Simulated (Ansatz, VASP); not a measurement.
# Ru (Ruthenium) in two plane-wave programs

Wanted: the spread between two codes on one cell, functional and k mesh. The cell is taken from a series of runs on this material, whose earlier steps may have relaxed, scaled, displaced or heated it; both programs get it as it stands. Valence electrons are named where the data sets of a main pair hold unlike numbers.

Program: Ansatz 0.2.0. Level of theory: plane waves, with VASP 6.6.1 beside it; electric field gradients at PBE with D3(BJ). Results are calculated unless marked as measured.

## (1) Set-up

The structure is hexagonal, space group P6_3/mmc (No. 194). The conventional cell has a = 2.694 Å, b = 2.694 Å, c = 4.266 Å, α = 90.00°, β = 90.00°, γ = 120.00°. Nearest to Ru lie 12 Ru at 2.64 to 2.69 Å.

## (2) VASP: electric field gradients, PBE with D3(BJ)

Field gradients test the density near the nuclei, where the PAW reconstruction matters most.

Lines of VASP's logs that name or quote its potential files are left out, and so is its time.

Contents of INCAR:

```
SYSTEM = Ru
PREC = Accurate
ENCUT = 560
EDIFF = 1E-06
NELM = 100
ISMEAR = 1
SIGMA = 0.2
LREAL = .FALSE.
ALGO = Normal
GGA = PE
IVDW = 12
NBANDS = 22
LASPH = .TRUE.
LORBIT = 11
LWAVE = .FALSE.
LCHARG = .FALSE.
KPAR = 2
ISIF = 2
LEFG = .TRUE.
```

Contents of POSCAR:

```
Ru
1.0
    2.6936568683      0.0000000000      0.0000000000
   -1.3468284342      2.3327752771      0.0000000000
    0.0000000000      0.0000000000      4.2656651214
Ru
2
Direct
    0.3333333333      0.6666666667      0.2500000000
    0.6666666667      0.3333333333      0.7500000000
```

Contents of KPOINTS:

```
Automatic mesh
0
Gamma
11 11 6
0 0 0
```

Potentials, in the order of the species: Ru_sv_GW (PBE family, release 64).

Started as:

```bash
$ mpirun -np 2 vasp_std
```

Numbers of over 12 decimals in the logs are rounded to 6 here.

The program printed:

```text
[banner, memory and clock lines left out]
running    2 mpi-ranks, on    1 nodes
 distrk:  each k-point on    1 cores,    2 groups
 distr:  one band on    1 cores,    1 groups

 POSCAR found type information on POSCAR Ru
 POSCAR found :  1 types and       2 ions
 LDA part: xc-table for (Slater+PW92), standard interpolation
 POSCAR, INCAR and KPOINTS ok, starting setup
 FFT: planning ... GRIDC
 FFT: planning ... GRID_SOFT
 FFT: planning ... GRID
 WAVECAR not read
 entering main loop
       N       E                     dE             d eps       ncg     rms          rms(c)
DAV:   1     0.596489041499E+03    0.59649E+03   -0.20743E+04  2880   0.183E+03
DAV:   2     0.260565375560E+02   -0.57043E+03   -0.54160E+03  2902   0.949E+02
DAV:   3    -0.185898652862E+02   -0.44646E+02   -0.40568E+02  4494   0.223E+02
DAV:   4    -0.200175732051E+02   -0.14277E+01   -0.14128E+01  4178   0.490E+01
DAV:   5    -0.200459787425E+02   -0.28406E-01   -0.28392E-01  4496   0.612E+00    0.119E+01
DAV:   6    -0.179791111932E+02    0.20669E+01   -0.52549E+00  4084   0.337E+01    0.458E+00
DAV:   7    -0.178739095247E+02    0.10520E+00   -0.41543E-01  4620   0.816E+00    0.213E+00
DAV:   8    -0.178614340116E+02    0.12476E-01   -0.43286E-02  3544   0.436E+00    0.234E-01
DAV:   9    -0.178605958383E+02    0.83817E-03   -0.50148E-03  4080   0.139E+00    0.908E-02
DAV:  10    -0.178606008676E+02   -0.50293E-05   -0.23760E-04  4398   0.254E-01    0.340E-02
DAV:  11    -0.178606075960E+02   -0.67285E-05   -0.17678E-05  4320   0.567E-02    0.700E-03
DAV:  12    -0.178606078030E+02   -0.20695E-06   -0.62843E-07  2410   0.128E-02
ion   1
     0.0000000    -0.0000000     0.0000000    -0.2925460    -0.0000000    -0.0000000
     0.0000541    -0.0000000     0.0000000    -0.2925460    -0.0000000    -0.0000000
     0.0000746    -0.0000000     0.0000000    -0.2925460    -0.0000000    -0.0000000
     0.0001027    -0.0000000     0.0000000    -0.2925460    -0.0000000    -0.0000000
     0.0001414    -0.0000000     0.0000000    -0.2925459    -0.0000000    -0.0000000

     0.0000000    -0.0000004     0.0000000     9.2359892    -0.0000000    -0.0000006
     0.0000541    -0.0000004     0.0000000     9.2344343    -0.0000000    -0.0000006
     0.0000746    -0.0000004     0.0000000     9.2336008    -0.0000000    -0.0000006
     0.0001027    -0.0000004     0.0000000     9.2322714    -0.0000000    -0.0000006
     0.0001414    -0.0000004     0.0000000     9.2301605    -0.0000000    -0.0000006

ion   2
     0.0000000    -0.0000000     0.0000000    -0.2925460     0.0000000    -0.0000000
     0.0000541    -0.0000000     0.0000000    -0.2925460     0.0000000    -0.0000000
     0.0000746    -0.0000000     0.0000000    -0.2925460     0.0000000    -0.0000000
     0.0001027    -0.0000000     0.0000000    -0.2925460     0.0000000    -0.0000000
     0.0001414    -0.0000000     0.0000000    -0.2925459     0.0000000    -0.0000000

     0.0000000    -0.0000004     0.0000000     9.2359892     0.0000000    -0.0000006
     0.0000541    -0.0000004     0.0000000     9.2344343     0.0000000    -0.0000006
     0.0000746    -0.0000004     0.0000000     9.2336008     0.0000000    -0.0000006
     0.0001027    -0.0000004     0.0000000     9.2322714     0.0000000    -0.0000006
     0.0001414    -0.0000004     0.0000000     9.2301605     0.0000000    -0.0000006

   1 F= -.19125744E+02 E0= -.19124835E+02  d E =-.272753E-02
```

OUTCAR, selected parts (step 2):

```text
ion  position               nearest neighbor table
   1  0.333  0.667  0.250-   2 2.64   2 2.64   2 2.64   2 2.64   2 2.64   2 2.64
   2  0.667  0.333  0.750-   1 2.64   1 2.64   1 2.64   1 2.64   1 2.64   1 2.64

  LATTYP: Found a hexagonal cell.
 ALAT       =     2.6936568683
 C/A-ratio  =     1.5835963265

 Subroutine GETGRP returns: Found 24 space group operations
 (whereof 12 operations were pure point group operations)

The static configuration has the point symmetry D_3d.
 The point group associated with its full space group is D_6h.

 Found     64 irreducible k-points:

   k-points           NKPTS =     64   k-points in BZ     NKDIM =     64   number of bands    NBANDS=     22

   dimension x,y,z NGX =    24 NGY =   24 NGZ =   36
   dimension x,y,z NGXF=    48 NGYF=   48 NGZF=   72

   ENCUT  =  560.0 eV  41.16 Ry    6.42 a.u.   5.20  5.20  8.23*2*pi/ulx,y,z

   NELECT =      32.0000    total number of electrons

 k-points in reciprocal lattice and weights: Automatic mesh
   0.00000000  0.00000000  0.00000000       0.001
   0.09090909 -0.00000000  0.00000000       0.008
   0.18181818 -0.00000000  0.00000000       0.008
   0.27272727  0.00000000  0.00000000       0.008
   0.36363636 -0.00000000  0.00000000       0.008
   0.45454545 -0.00000000  0.00000000       0.008
   0.09090909  0.09090909  0.00000000       0.008
   0.18181818  0.09090909  0.00000000       0.017
   0.27272727  0.09090909  0.00000000       0.017
[...]
0.27272727  0.27272727  0.50000000       0.008
   0.36363636  0.27272727  0.50000000       0.008

 average (electrostatic) potential at core
       1 -86.1304       2 -86.1304

 E-fermi :  12.3684

 k-point     1 :       0.0000    0.0000    0.0000
  band No.  band energies     occupation
    ...
     13       9.9705      2.00000
     14      10.4935      2.00000
     15      10.4935      2.00000
     16      11.0353      2.00000
     17      11.0353      2.00000
     18      13.6533     -0.00000
     19      13.6533     -0.00000
     20      13.7349     -0.00000
     21      22.9015      0.00000
     22      27.2455      0.00000

 k-point     2 :       0.0909   -0.0000    0.0000
  band No.  band energies     occupation
    ...
     14      10.4266      2.00000
     15      10.6949      2.00000
     16      10.7258      2.00000
     17      10.8487      2.00000
     18      11.9961      2.02437
     19      13.7681     -0.00000
     20      15.8442     -0.00000
     21      22.8530      0.00000
     22      27.7659      0.00000

 k-point     3 :       0.1818   -0.0000    0.0000
  band No.  band energies     occupation
    ...
     14      10.4228      2.00000
     15      10.7738      2.00000
     16      11.0570      2.00000
     17      11.2103      2.00000
     18      11.3870      2.00000
     19      14.0009     -0.00000
     20      18.1706      0.00000
     21      22.6949      0.00000
     22      28.3134      0.00000

 Edisp (eV)   -1.26514

  Total      -0.14525    -0.14525    -0.16132     0.00000     0.00000     0.00000
  in kB      -8.68180    -8.68180    -9.64278     0.00000     0.00000     0.00000
  external pressure =       -9.00 kB  Pullay stress =        0.00 kB

  energy-cutoff  :      560.00
  volume of cell :       26.80
      direct lattice vectors                 reciprocal lattice vectors
     2.693656868  0.000000000  0.000000000     0.371242533  0.214336977  0.000000000
    -1.346828434  2.332775277  0.000000000     0.000000000  0.428673953  0.000000000
     0.000000000  0.000000000  4.265665121     0.000000000  0.000000000  0.234430029

 POSITION                                       TOTAL-FORCE (eV/Angst)
 -----------------------------------------------------------------------------------
     -0.00000      1.55518      1.06642        -0.000000      0.000000      0.000000
      1.34683      0.77759      3.19925         0.000000     -0.000000      0.000000
 -----------------------------------------------------------------------------------
    total drift:                               -0.000000      0.000000     -0.000000

  FREE ENERGIE OF THE ION-ELECTRON SYSTEM (eV)
  ---------------------------------------------------
  free  energy   TOTEN  =       -19.1257437788 eV

  energy  without entropy=      -19.1230162447  energy(sigma->0) =      -19.12483460

 Electric field gradients after diagonalization (V/A^2)
 (convention: |V_zz| > |V_xx| > |V_yy|)
----------------------------------------------------------------------
 ion       V_xx      V_yy      V_zz     asymmetry (V_yy - V_xx)/ V_zz
----------------------------------------------------------------------
   1       5.705     5.704   -11.409       0.000
   2       5.705     5.704   -11.409       0.000
----------------------------------------------------------------------

 total charge
# of ion       s       p       d       f       tot
--------------------------------------------------
    1        2.208   6.220   5.329   0.029  13.787
    2        2.208   6.220   5.329   0.029  13.787
--------------------------------------------------
tot          4.417  12.441  10.659   0.059  27.575

[... 3 further parts left out ...]
```

The k-mesh is coarse for a metal. Dispersion corrections of this kind ignore metallic screening and tend to overbind metals.

## (3) Ansatz: electric field gradients, PBE with D3(BJ)

Ansatz runs on its default PAW (the set named soft_2) files.

The same cell, functional, mesh and smearing now go to Ansatz, which takes its cutoff from its data sets.

Contents of input.yaml:

```yaml
crystal:
  lattice:
    - [2.6936568683, 0.0, 0.0]
    - [-1.3468284342, 2.3327752771, 0.0]
    - [0.0, 0.0, 4.2656651214]
  atoms:
    - { symbol: Ru, position: [0.3333333333, 0.6666666667, 0.25] }
    - { symbol: Ru, position: [0.6666666667, 0.3333333333, 0.75] }
hamiltonian:
  xc: pbe
  pseudopotentials: { kind: paw }
  dispersion: d3bj
kpoints:
  mp_grid: { grid: [11, 11, 6] }
scf:
  occupations: { method: methfessel_paxton, width: 0.2 }
  n_extra_bands: 4
output:
  forces: true
  stress: true
  eigenvalues: true
  efg: {}
```

Started as:

```bash
$ ansatz run input.yaml --threads 2 --pin off --max-ram 4608MiB --backend cpu --events-out ev --progress --plain --runs-dir out
```

The program printed:

```text
scf.n_extra_bands = 4 over 16 filled bands (N_el = 32.0): the run solves 20 bands
Ru: output.efg is read without spin–orbit coupling, which moves field gradients at and beside such atoms by some per cent and up to a factor of two; PAW files take it under magnetization.noncollinear and magnetization.spin_orbit
Engine: ansatz 0.2.0, aarch64-unknown-linux-gnu
Pseudopotentials: kind: paw
Pseudopotential: Ru, paw, valence charge 16, recommended cutoff 420 eV (normal), Ru.paw.azcp
Functional definition: PBE
  parameter kappa = 0.804
  parameter beta = 0.066725
  exchange = pbe_x(kappa = kappa, mu = beta*pi^2/3)
  correlation = pbe_c(beta = beta)
Crystal: 2 atoms, lattice volume = 26.804 Å³
Basis set: ecut = 420 eV, 537 PW (Γ), exchange–correlation on 40×40×60 points (8 copies of the dense FFT grid, shifted against one another)
Bands: 20, of which v1, the nominal top of the filled ones, is band 16 counted from 1 (15 counted from 0)
Symmetry: 24 space group operations
Space group: P63/mmc (ITA 194), of the structure as read, at distance tolerance 3.0e-5 Å
k-points: 64 of 726
Non-local potential: Ru, projectors of the file, l = 0: 3, l = 1: 2, l = 2: 2, l = 3: 1
PAW form: soft (Blöchl's): semilocal exchange-correlation on the pseudo side does not see the compensation charge
PAW one-centre angular grid: Ru, 590 points (default); XC on 64 Gauss nodes
Initial density: superposition of atomic densities (neutral atoms: chi_scale 0, normalization atom), corrected by the library's trained network
Initial wavefunctions: pseudopotential atomic-orbital guess
Functional: x = pbe(κ = 0.804, μ = 0.219515), c = pbe(β = 0.066725)
SCF iter   1: F=—  HF=-11758.608330 eV  |F-HF|=—  |Δ(HF+E_count)|=         —  Δρ=6.59e-3  dr2=2.32e-3  ethr=1.77e-3  ⟨swp⟩=4.9  Hψ=4970  notcnv=0
preconditioner: auto → none  [metal: Δε(μ)=0.029 eV  Ē_g=5.923 eV  σ=0.200 eV  W_gap=0.12  n_scr=8 (ndim 8)  ℏωp=28.7 eV  f_vac=0.000  D(μ)=2.12/eV (n_scr^D=22)  sad-step TF]
SCF iter   2: F=—  HF=-11758.610546 eV  |F-HF|=—  |Δ(HF+E_count)|=   2.22e-3  S|Δr|=    0.00e0  Δρ=3.87e-3  dr2=8.39e-4  ethr=7.26e-6  ⟨swp⟩=2.0  Hψ=2625  notcnv=0
SCF iter   3: F=—  HF=-11758.611615 eV  |F-HF|=—  |Δ(HF+E_count)|=   1.07e-3  S|Δr|=    0.00e0  Δρ=2.98e-4  dr2=7.20e-6  ethr=2.62e-6  ⟨swp⟩=2.2  Hψ=1754  notcnv=0
SCF iter   4: F=—  HF=-11758.611579 eV  |F-HF|=—  |Δ(HF+E_count)|=   3.54e-5  S|Δr|=    0.00e0  Δρ=1.24e-4  dr2=8.76e-7  ethr=2.25e-8  ⟨swp⟩=2.0  Hψ=2312  notcnv=0
SCF iter   5: F=-11758.611580 eV  HF=-11758.611580 eV  |F-HF|=6.55e-8  |Δ(HF+E_count)|=   8.16e-7  S|Δr|=    0.00e0  Δρ=3.10e-5  dr2=3.07e-8  ethr=3.13e-10  ⟨swp⟩=3.2  Hψ=5385  notcnv=0
SCF 1 converged in 5 iterations: F = -11758.611580 eV  dr2 = 3.07e-8
  greatest PAW one-centre occupation: 0.998 electrons in one spin orbital (limit 2), on the Ru atom at site 1 (counted from 0), in its partial waves of l = 0
SCF converged after 5 iterations
Stability not checked: this state was not tested for a lower state beside it, because cold or Methfessel-Paxton smearing, or corrected tetrahedra, fill the levels in a way that the test cannot read (fill_not_monotonic; see scf.lower_state_search)
Free energy (F): -11758.611580 eV
Harris-Foulkes:  -11758.611580 eV  (|F-HF|=6.55e-8)
Internal energy: -11758.608877 eV  (E = F + TS)
E sigma→0 (E₀):  -11758.610905 eV
Entropy (-TS):   -0.002703 eV (-1.352 meV/atom)
Fermi energy:    23.822248 eV
--- Per-component energies (eV) ---
  E_band       = -95.247746
  E_kinetic    = 1030.006143
  E_local      = -2488.495465  (includes V_loc(G=0)·N_el)
  E_nonlocal   = 686.005269
  E_hartree    = 800.001909
  E_xc         = -381.855641
  E_vxc        = -479.491922  (∫ρ·V_xc dr)
  E_paw        = -6921.450352  (= ΣΔE_a)
  E_vpaw       = -443.274818  (= ΣTr[D̂ρ^β])
  E_aug_tail   = -0.000406  (compensation charges beyond the density's cutoff)
  E_ewald      = -4481.554857
  E_disp       = -1.265477  (pairwise vdW)
  E_smearing   = -0.002703  (= −TS)
  E_closure    = -0.000000  (closes the sum)
  Σ components = -11758.611580   (vs F -11758.611580, Δ=0.00e0)
--- Forces (eV/Å), atoms counted from 1 ---
  atom   1  Ru     0.00000000     0.00000000     0.00000000
  atom   2  Ru    -0.00000000    -0.00000000     0.00000000
  max |Σ_I F_I| component: 9.25e-18 eV/Å
--- Stress (GPa, compression-positive) ---
        1.063449       0.000000       0.000000
        0.000000       1.063449       0.000000
        0.000000       0.000000       1.007061
  P = ⅓ Tr σ = 1.0447 GPa (10.447 kbar)
--- PAW observables at the nuclei: V_zz in 10²¹ V/m², potentials from the cell's mean, atoms counted from 1 ---
  atom   1  Ru V_zz =    -0.901095   η = 0.0000   by run symmetry: allowed
            electrostatic potential = -6805.906706 V   contact ρ = none
  atom   2  Ru V_zz =    -0.901095   η = 0.0000   by run symmetry: allowed
            electrostatic potential = -6805.906706 V   contact ρ = none
--- Band table (eV; the first three rows and the last of 64) ---
  k-point 0: bands = [... 12 lower, 21.4226, 21.9450, 21.9450, 22.4872, 22.4872, 25.1075, 25.1075, 25.1973]
  k-point 1: bands = [... 12 lower, 21.2721, 21.7680, 21.7680, 22.8861, 22.8861, 24.2356, 25.1146, 25.1146]
  k-point 2: bands = [... 12 lower, 20.9812, 21.3970, 21.3970, 22.4259, 23.6777, 23.6777, 24.9624, 24.9624]
  k-point 63: bands = [... 12 lower, 21.1322, 21.1322, 22.7790, 22.7790, 25.2093, 25.2093, 31.7721, 31.7721]
```

Reading the cycles: dr2 is the Hartree energy of the density residual (eV), the measure of convergence; HF is the Harris–Foulkes estimate of the energy, which meets the free energy F at convergence.

The run ends at a pressure of 1.04 GPa.

## (4) Differences

Known differences besides the potentials themselves: the cutoff is 420 eV in Ansatz and 560 eV in VASP; Ansatz adds the response of the frozen cores to the gradients, VASP leaves it out. Total energies have different zeros and are not compared.

Both answers:

| quantity | Ansatz | VASP | difference |
| --- | --- | --- | --- |
| pressure (GPa) | 1.04 | -0.90 | +1.94 |
| pressure without Ansatz's Pulay correction (GPa) | 0.97 | -0.90 | +1.87 |
| Vzz at Ru1 (V/Å²) | -9.0 | -11.4 | +2.4 |
| Vzz at Ru2 (V/Å²) | -9.0 | -11.4 | +2.4 |

Ansatz's pressure holds a Pulay correction of 0.08 GPa; VASP's holds none.

## (5) What came out

| Quantity | Value |
| --- | --- |
| difference in pressure (electric field gradients, PBE with D3(BJ)) | 1.9 GPa |
| difference in Vzz at Ru1 (electric field gradients, PBE with D3(BJ)) | 2.4 V/Å² |

The difference in pressure is 1.9 GPa (electric field gradients, PBE with D3(BJ)), beyond the 1 GPa picked in this series as the mark of a large difference. By the marks of this series, far apart in the electric field gradients, PBE with D3(BJ) pair: the difference in pressure, 1.9 GPa and the difference in Vzz at Ru1, 2.4 V/Å². What causes the difference of the electric field gradients, PBE with D3(BJ) pair stays open here. Such differences can come from data sets, numerical settings and the points named under the comparisons, not from the functional's error against experiment.

[Lines on the potential files, build, host, timing and source positions are cut from VASP's logs without a mark.]

[Logs are printed without paths, hosts, clocks, repeated set-up lines and the standing remarks that a program may print on its own settings, such as how far it seeks lower states.]

[Hosts, paths, dates, database ids (printed as entryN), source tags and the programs' standing remarks are cut or masked in the printed files.]
